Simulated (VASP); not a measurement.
Given:

```xyz
2
Lattice="0.0000 2.8209 2.8209 2.8209 0.0000 2.8209 2.8209 2.8209 0.0000" Properties=species:S:1:pos:R:3 pbc="T T T"
Hg     0.0000     0.0000     0.0000
Se     1.4105     1.4105     1.4105
```

All values below come from PBE GGA, VASP's PBE PAW potentials (set 64) (plane waves; VASP 6.6.1). Run with 500 eV cut-off, 11×11×11 Γ-centred mesh, first-order Methfessel-Paxton smearing of 0.10 eV, potentials Hg Se.

Unless said otherwise, spin-orbit coupling is left out, though it shifts the bands of the heavy elements here.

Problem. Predict the energy per atom (σ→0), pressure, band gap (on the k-mesh) with the smallest direct gap where there is one.

Solution. 
The band gap (on the k-mesh) is none (metal, semimetal or under 0.01 eV) and the energy per atom (σ→0) comes out as -1.474 eV/atom. The pressure comes out as 29.91 GPa.

The compound is HgSe in the zinc blende structure. It was relaxed first under an external pressure of 30 GPa.
